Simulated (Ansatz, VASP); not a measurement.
# BiPt3: VASP beside Ansatz

The input INCAR:

```
PREC = Accurate ; ENCUT = 520
EDIFF = 1E-6 ; ISMEAR = 1
SIGMA = 0.05 ; LREAL = F
LASPH = T ; NELM = 100
ALGO = Normal ; ISIF = 2
LWAVE = F ; LCHARG = F
GGA = PE ; NBANDS = 30
```

KPOINTS

```
Automatic mesh
0
Gamma
  5 5 5
```

File POSCAR:

```
BiPt3
1.0
    4.1864950000      0.0000000000      0.0000000000
    0.0000000000      4.1864950000      0.0000000000
    0.0000000000      0.0000000000      4.1864950000
Bi Pt
1 3
Direct
    0.0000000000      0.0000000000      0.0000000000
    0.0000000000      0.5000000000      0.5000000000
    0.5000000000      0.0000000000      0.5000000000
    0.5000000000      0.5000000000      0.0000000000
```

Input for Ansatz:

```yaml
crystal:
  lattice:
    - [4.186495, 0.0, 0.0]
    - [0.0, 4.186495, 0.0]
    - [0.0, 0.0, 4.186495]
  atoms:
    - { symbol: Bi, position: [0.0, 0.0, 0.0] }
    - { symbol: Pt, position: [0.0, 0.5, 0.5] }
    - { symbol: Pt, position: [0.5, 0.0, 0.5] }
    - { symbol: Pt, position: [0.5, 0.5, 0.0] }
kpoints:
  mp_grid:
    grid: [5, 5, 5]
hamiltonian:
  xc: pbe
scf:
  occupations:
    method: methfessel_paxton
    width: 0.05
output:
  stress: true
```

The cell comes from a database or a generator and needn't be the stable form of this composition.

Alike in both runs: task single point; functional PBE; k mesh 5 × 5 × 5; occupations methfessel-paxton of order 1, width 0.05 eV; no spin polarisation.

|  | VASP | Ansatz |
| --- | --- | --- |
| version | VASP 6.6.1 | Ansatz 0.2.0 |
| potentials or method | VASP PAW PBE potentials, release 64 (Bi_d, Pt) | plane waves, PAW |
| plane-wave cutoff (eV) | 520 | 420 |
| valence electrons in the cell | 45 | 69 |

```csv
,VASP,Ansatz,Ansatz less VASP
pressure (GPa),-1.4,-1.2,+0.16
```

The functional is the same, so the differences come from potentials, cutoffs and numerics. The two sets of potentials don't hold the same shells in valence.
